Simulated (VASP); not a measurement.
# AlB4Te3 (Pmmm) in VASP: density of states with PBE

Aim: the density of states of AlB4Te3 with PBE.

Program: VASP 6.6.1. These are calculated values, not measurements. Logs are shortened: lines on timing, memory, paths and dates and some standing lists are left out, and cuts for length are marked.

## Step 1: The crystal as given

Symmetry: Pmmm, No. 47, orthorhombic system. Conventional cell: a = 3.610 Å, b = 3.635 Å, c = 9.770 Å, α = 90.00°, β = 90.00°, γ = 90.00°. Te (site symmetry mm2) is surrounded by 6 B at 2.70 to 2.74 Å. Te (site symmetry mmm) has 12 B at 2.75 to 2.76 Å as nearest neighbours. Al (site symmetry mmm) has 2 B at 2.81 Å and 8 Te at 3.15 Å as nearest neighbours. Around B (site symmetry mm2) lie 2 B at 2.09 Å. B (site symmetry mm2) is surrounded by 3 B at 2.07 to 2.09 Å.

The cell was built by a generator and needn't be a form met in nature.

## Step 2: Density of states, PBE

Contents of POSCAR:

```
AlB4Te3
1.0
    3.6348280000      0.0000000000      0.0000000000
    0.0000000000      9.7701240000      0.0000000000
    0.0000000000      0.0000000000      3.6104330000
Te Al B
3 1 4
Direct
    0.0000000000      0.3120000000      0.0000000000
    0.0000000000      0.6880000000      0.0000000000
    0.5000000000      0.0000000000      0.0000000000
    0.5000000000      0.5000000000      0.5000000000
    0.5000000000      0.2120000000      0.5000000000
    0.5000000000      0.7880000000      0.5000000000
    0.0000000000      0.1060000000      0.5000000000
    0.0000000000      0.8940000000      0.5000000000
```

Contents of INCAR.step1:

```
PREC = Accurate
ENCUT = 520
EDIFF = 1E-7
ISMEAR = -1
SIGMA = 0.1
LREAL = F
LASPH = T
NELM = 80
ALGO = Fast
ISIF = 2
LWAVE = F
LCHARG = T
GGA = PE
NBANDS = 26
```

Contents of KPOINTS.step1:

```
regular mesh
0
Gamma
  9 4 9
```

Contents of INCAR.step2:

```
PREC = Accurate
ENCUT = 520
EDIFF = 1E-7
ISMEAR = -5
SIGMA = 0.1
LREAL = F
LASPH = T
NELM = 80
ALGO = Fast
ISIF = 2
LWAVE = F
LCHARG = F
GGA = PE
LORBIT = 11
NEDOS = 1001
ICHARG = 11
```

Contents of KPOINTS.step2:

```
regular mesh
0
Gamma
  14 6 14
```

Potentials or basis: VASP PAW PBE potentials, release 64 (Te, Al, B).

Command:

```console
> cat potpaw_PBE.64/Te/POTCAR potpaw_PBE.64/Al/POTCAR potpaw_PBE.64/B/POTCAR > POTCAR
> cp INCAR.step1 INCAR
> cp KPOINTS.step1 KPOINTS
> mpirun -np 1 vasp_std > vasp.out
> cp INCAR.step2 INCAR
> cp KPOINTS.step2 KPOINTS
> mpirun -np 1 vasp_std > vasp.out
```

OUTCAR:

```text
PREC = Accurate
   ENCUT = 520
   EDIFF = 1E-7
   ISMEAR = -5
   LREAL = F
   LASPH = T
   NELM = 80
   ISIF = 2
   GGA = PE
   LORBIT = 11
   ICHARG = 11

 ion  position               nearest neighbor table
   1  0.000  0.312  0.000-   7 2.70   7 2.70   5 2.74   5 2.74   5 2.74   5 2.74   4 3.15   4 3.15
                             4 3.15   4 3.15   3 3.55   3 3.55   2 3.67
   2  0.000  0.688  0.000-   8 2.70   8 2.70   6 2.74   6 2.74   6 2.74   6 2.74   4 3.15   4 3.15
                             4 3.15   4 3.15   3 3.55   3 3.55   1 3.67
   3  0.500  0.000  0.000-   5 2.75   6 2.75   5 2.75   6 2.75   7 2.76   8 2.76   7 2.76   8 2.76
                             7 2.76   8 2.76   7 2.76   8 2.76   1 3.55   2 3.55   1 3.55   2 3.55
   4  0.500  0.500  0.500-   1 3.15   2 3.15   1 3.15   2 3.15   1 3.15   2 3.15   1 3.15   2 3.15

   5  0.500  0.212  0.500-   7 2.09   7 2.09   1 2.74   1 2.74   1 2.74   1 2.74   3 2.75   3 2.75

   6  0.500  0.788  0.500-   8 2.09   8 2.09   2 2.74   2 2.74   2 2.74   2 2.74   3 2.75   3 2.75

   7  0.000  0.106  0.500-   8 2.07   5 2.09   5 2.09   1 2.70   1 2.70   3 2.76   3 2.76   3 2.76
                             3 2.76
   8  0.000  0.894  0.500-   7 2.07   6 2.09   6 2.09   2 2.70   2 2.70   3 2.76   3 2.76   3 2.76
                             3 2.76

  LATTYP: Found a simple orthorhombic cell.
 ALAT       =     3.6104330000
 B/A-ratio  =     1.0067568073
 C/A-ratio  =     2.7060809604

  Lattice vectors:

 A1 = (   0.0000000000,   0.0000000000,   3.6104330000)
 A2 = (   3.6348280000,   0.0000000000,   0.0000000000)
 A3 = (   0.0000000000,   9.7701240000,   0.0000000000)

Analysis of symmetry for initial positions (statically):
=====================================================================
 Subroutine PRICEL returns:
 Original cell was already a primitive cell.

 Routine SETGRP: Setting up the symmetry group for a
 simple orthorhombic supercell.

 Subroutine GETGRP returns: Found  8 space group operations
 (whereof  8 operations were pure point group operations)
 out of a pool of  8 trial point group operations.

The static configuration has the point symmetry D_2h.

Analysis of symmetry for dynamics (positions and initial velocities):
=====================================================================
 Subroutine PRICEL returns:
 Original cell was already a primitive cell.

 Routine SETGRP: Setting up the symmetry group for a
 simple orthorhombic supercell.

 Subroutine GETGRP returns: Found  8 space group operations
 (whereof  8 operations were pure point group operations)
 out of a pool of  8 trial point group operations.

The dynamic configuration has the point symmetry D_2h.

 Subroutine INISYM returns: Found  8 space group operations
 (whereof  8 operations are pure point group operations),
 and found     1 'primitive' translations

----------------------------------------------------------------------------------------

                                     Primitive cell

  volume of cell :     128.2163

  direct lattice vectors                    reciprocal lattice vectors
     3.634828000  0.000000000  0.000000000     0.275116182  0.000000000  0.000000000
     0.000000000  9.770124000  0.000000000     0.000000000  0.102352846  0.000000000
     0.000000000  0.000000000  3.610433000     0.000000000  0.000000000  0.276975089

  length of vectors
     3.634828000  9.770124000  3.610433000     0.275116182  0.102352846  0.276975089

  position of ions in fractional coordinates (direct lattice)
     0.000000000  0.312000000  0.000000000
     0.000000000  0.688000000  0.000000000
     0.500000000  0.000000000  0.000000000
     0.500000000  0.500000000  0.500000000
     0.500000000  0.212000000  0.500000000
     0.500000000  0.788000000  0.500000000
     0.000000000  0.106000000  0.500000000
     0.000000000  0.894000000  0.500000000

  ion indices of the primitive-cell ions
   primitive index   ion index
                 1           1
                 2           2
                 3           3
                 4           4
                 5           5
                 6           6
                 7           7
                 8           8

----------------------------------------------------------------------------------------

 KPOINTS: regular mesh

Automatic generation of k-mesh.
 Grid dimensions read from file:
 generate k-points for:   14    6   14

 Generating k-lattice:

  Cartesian coordinates                     Fractional coordinates (reciprocal lattice)
     0.019651156  0.000000000  0.000000000     0.071428571  0.000000000  0.000000000
     0.000000000  0.017058808  0.000000000     0.000000000  0.166666667  0.000000000
     0.000000000  0.000000000  0.019783935     0.000000000  0.000000000  0.071428571

  Length of vectors
     0.019651156  0.017058808  0.019783935

  Shift w.r.t. Gamma in fractional coordinates (k-lattice)
     0.000000000  0.000000000  0.000000000

 TETIRR: Found   3528 inequivalent tetrahedra from     7056

 Subroutine IBZKPT returns following result:
 ===========================================

 Found    256 irreducible k-points:

 Following reciprocal coordinates:
            Coordinates               Weight
  0.000000  0.000000  0.000000      1.000000
  0.071429  0.000000  0.000000      2.000000
  0.142857  0.000000  0.000000      2.000000
  0.214286  0.000000  0.000000      2.000000
  0.285714  0.000000  0.000000      2.000000
  0.357143  0.000000  0.000000      2.000000
[... 16 lines left out ...]
  0.428571  0.333333  0.000000      4.000000
  0.500000  0.333333  0.000000      2.000000
 [... further k-points ...]
   k-points           NKPTS =    256   k-points in BZ     NKDIM =    256   number of bands    NBANDS=     21
   number of dos      NEDOS =   1001   number of ions     NIONS =      8
   total plane-waves  NPLWV =  62720
   dimension x,y,z NGX =    28 NGY =   80 NGZ =   28
   dimension x,y,z NGXF=    56 NGYF=  160 NGZF=   56
   ions per type =               3   1   4
   NGX,Y,Z   is equivalent  to a cutoff of  12.81, 13.61, 12.89 a.u.
   NGXF,Y,Z  is equivalent  to a cutoff of  25.61, 27.23, 25.79 a.u.
 SYSTEM =  unknown system
   PREC   = accura    normal or accurate (medium, high low for compatibility)
   ISTART =      0    job   : 0-new  1-cont  2-samecut
   ICHARG =     11    charge: 1-file 2-atom 10-const
   ISPIN  =      1    spin polarized calculation?
   LNONCOLLINEAR =      F non collinear calculations
   LSORBIT =      F    spin-orbit coupling
   LASPH  =      T    aspherical Exc in radial PAW
   ENCUT  =  520.0 eV  38.22 Ry    6.18 a.u.   6.76 18.17  6.71*2*pi/ulx,y,z
   NELM   =     80;   NELMIN=  2; NELMDL=  0     # of ELM steps
   EDIFF  = 0.1E-06   stopping-criterion for ELM
   LREAL  =      F    real-space projection
   EDIFFG = 0.1E-05   stopping-criterion for IOM
   NSW    =      0    number of steps for IOM
   IBRION =     -1    ionic relax: 0-MD 1-quasi-New 2-CG
   NFREE  =      0    steps in history (QN), initial steepest desc. (CG)
   ISIF   =      2    stress and relaxation
   ISYM   =      2    0-nonsym 1-usesym 2-fastsym
   POTIM  = 0.5000    time-step for ionic-motion
   TEBEG  =    0.0;   TEEND  =   0.0 temperature during run
   PSTRESS=    0.0 pullay stress
   NELECT =      33.0000    total number of electrons
   NUPDOWN=      -1.0000    fix difference up-down
   EMIN   =  10.00;   EMAX   =-10.00  energy-range for DOS
   EFERMI =   0.00;   METHOD = LEGACY
   ISMEAR =    -5;   SIGMA  =   0.10  broadening in eV -4-tet -1-fermi 0-gaus
   EFERMI_NEDOS =   21; number of points for ismear=-14 and -15
   IALGO  =     68    algorithm
   IMIX   =      4    mixing-type and parameters
     AMIX     =   0.40;   BMIX     =  1.00
     AMIX_MAG =   1.60;   BMIX_MAG =  1.00
  volume/ion in A,a.u.               =      16.03       108.16
  Fermi-wavevector in a.u.,A,eV,Ry     =   1.041354  1.967874 14.754405  1.084418
  Thomas-Fermi vector in A             =   2.175971
   LORBIT       =     11    0 simple, 1 ext, 2 COOP (PROOUT), +10 PAW based schemes
   GGA     = PE    functional components
   LHFCALC =     F    Hartree Fock is set to
   AEXX    =    0.0000 exact exchange contribution
   IVDW    =     0    specifies the selected vdW correction
   LEPSILON=     F    determine dielectric tensor
   LRPA    =     F    only Hartree local field effects (RPA)
 non-spin polarized calculation
 RMM-DIIS sequential band-by-band and
 Fermi weights with tetrahedron method with Bloechl corrections
  energy-cutoff  :      520.00
  volume of cell :      128.22
 maximum number of plane-waves:      3484
 NGX is ok and might be reduce to    28

 number of electron      33.0000000 magnetization

 Free energy of the ion-electron system (eV)
  ---------------------------------------------------
  ext. energy  EPLUGINS =         0.00000000
  ---------------------------------------------------
  free energy    TOTEN  =       -30.18551172 eV

  energy without entropy =      -30.18551172  energy(sigma->0) =      -30.18551172

 E-fermi :   8.4367     XC(G=0): -10.7531

 val. band max:        8.5440126700   @ k =   0.2143   0.1667   0.2143
 cond. band min:       8.3299887992   @ k =   0.4286   0.1667   0.3571
 fundamental gap:     -0.2140238709
 Fermi energy:         8.4366561244

 k-point     1 :       0.0000    0.0000    0.0000
  band No.  band energies     occupation
      1      -6.6405      2.00000
      2      -5.2750      2.00000
      3      -4.6250      2.00000
      4      -0.0417      2.00000
      5       1.0219      2.00000
      6       3.6552      2.00000
[... 550 lines left out ...]
      5      -0.9699      2.00000
      6       0.5674      2.00000
[... 13 lines left out ...]
     20      10.3599      0.00000
     21      10.6966      0.00000

 [... further k-points ...]

------------------------ aborting loop because EDIFF is reached ----------------------------------------

  FORCE on cell =-STRESS in cart. coord.  units (eV):
  Direction    XX          YY          ZZ          XY          YZ          ZX
  --------------------------------------------------------------------------------------
  -------------------------------------------------------------------------------------
  Total      -10.0114600     -4.3955463      4.1962377      0.0000000      0.0000000      0.0000000
  in kB     -125.1021479    -54.9262833     52.4357432      0.0000000      0.0000000      0.0000000
  external PRESSURE =     -42.5308960 kB  Pullay stress =       0.0000000 kB

 VOLUME and BASIS-vectors are now :
 -----------------------------------------------------------------------------
  energy-cutoff  :      520.00
  volume of cell :      128.22
      direct lattice vectors                 reciprocal lattice vectors
     3.634828000  0.000000000  0.000000000     0.275116182  0.000000000  0.000000000
     0.000000000  9.770124000  0.000000000     0.000000000  0.102352846  0.000000000
     0.000000000  0.000000000  3.610433000     0.000000000  0.000000000  0.276975089

 POSITION                                       TOTAL-FORCE (eV/Angst)
 -----------------------------------------------------------------------------------
      0.00000      3.04828      0.00000         0.000000      0.866845      0.000000
      0.00000      6.72185      0.00000        -0.000000     -0.866845     -0.000000
      1.81741      0.00000      0.00000        -0.000000      0.000000      0.000000
      1.81741      4.88506      1.80522        -0.000000      0.000000      0.000000
      1.81741      2.07127      1.80522        -0.000000     -1.407471      0.000000
      1.81741      7.69886      1.80522        -0.000000      1.407471      0.000000
      0.00000      1.03563      1.80522        -0.000000     -0.482340      0.000000
      0.00000      8.73449      1.80522        -0.000000      0.482340      0.000000
 -----------------------------------------------------------------------------------
    total drift:                               -0.000000      0.000000      0.000000

  FREE ENERGIE OF THE ION-ELECTRON SYSTEM (eV)
  ---------------------------------------------------
  free  energy   TOTEN  =       -30.1855117229 eV

  energy  without entropy=      -30.1855117229  energy(sigma->0) =      -30.18551172

 total charge

# of ion       s       p       d       tot
------------------------------------------
    1        1.442   1.735   0.092   3.270
    2        1.442   1.735   0.092   3.270
    3        1.463   1.694   0.107   3.265
    4        0.489   0.214   0.000   0.703
    5        0.723   0.800   0.000   1.522
    6        0.723   0.800   0.000   1.522
    7        0.708   0.834   0.000   1.542
    8        0.708   0.834   0.000   1.542
--------------------------------------------------
tot          7.698   8.646   0.292  16.636
```

Run time: 6.3 min. Hardware: 1 thread of Intel Xeon 6975P-C (Granite Rapids), shared host; peak memory 0.7 GiB.

What came out:

* Valence electrons inside the program's atomic spheres: Te 3.27; Al 0.70; B 1.52, 1.54

States per cell in windows of 0.5 eV (zero at the Fermi level; states under -8 eV left out):
```
from (eV)  total  Te1_p  Te2_p  Te3_p  B5_p  B6_p  B7_p
     -8.0   0.79   0.03   0.03   0.04  0.01  0.01  0.02
     -7.5   0.98   0.05   0.05   0.04  0.02  0.02  0.02
     -7.0   1.19   0.07   0.07   0.05  0.03  0.03  0.03
     -6.5   1.31   0.08   0.08   0.08  0.03  0.03  0.04
     -6.0   1.28   0.08   0.08   0.09  0.03  0.03  0.04
     -5.5   1.46   0.09   0.09   0.08  0.04  0.04  0.05
     -5.0   1.56   0.11   0.11   0.09  0.05  0.05  0.06
     -4.5   1.74   0.12   0.12   0.10  0.06  0.06  0.07
     -4.0   1.55   0.11   0.11   0.07  0.06  0.06  0.06
     -3.5   1.52   0.11   0.11   0.07  0.07  0.07  0.06
     -3.0   1.38   0.10   0.10   0.07  0.06  0.06  0.05
     -2.5   1.60   0.11   0.11   0.10  0.06  0.06  0.06
     -2.0   1.56   0.11   0.11   0.12  0.05  0.05  0.05
     -1.5   1.81   0.15   0.15   0.16  0.05  0.05  0.05
     -1.0   1.68   0.14   0.14   0.15  0.05  0.05  0.04
     -0.5   1.98   0.16   0.16   0.19  0.06  0.06  0.05
      0.0   1.86   0.16   0.16   0.16  0.07  0.07  0.06
      0.5   1.92   0.14   0.14   0.15  0.08  0.08  0.08
      1.0   2.02   0.15   0.15   0.14  0.09  0.09  0.08
      1.5   1.55   0.11   0.11   0.11  0.08  0.08  0.07
      2.0   1.54   0.08   0.08   0.10  0.09  0.09  0.08
      2.5   0.09   0.00   0.00   0.00  0.01  0.01  0.00
      3.0   0.01   0.00   0.00   0.00  0.00  0.00  0.00
      3.5   0.00   0.00   0.00   0.00  0.00  0.00  0.00
```

Caveat: tetrahedron occupations give inexact forces and stress in metals. Spin-orbit coupling is left out, which matters for the levels of Te.
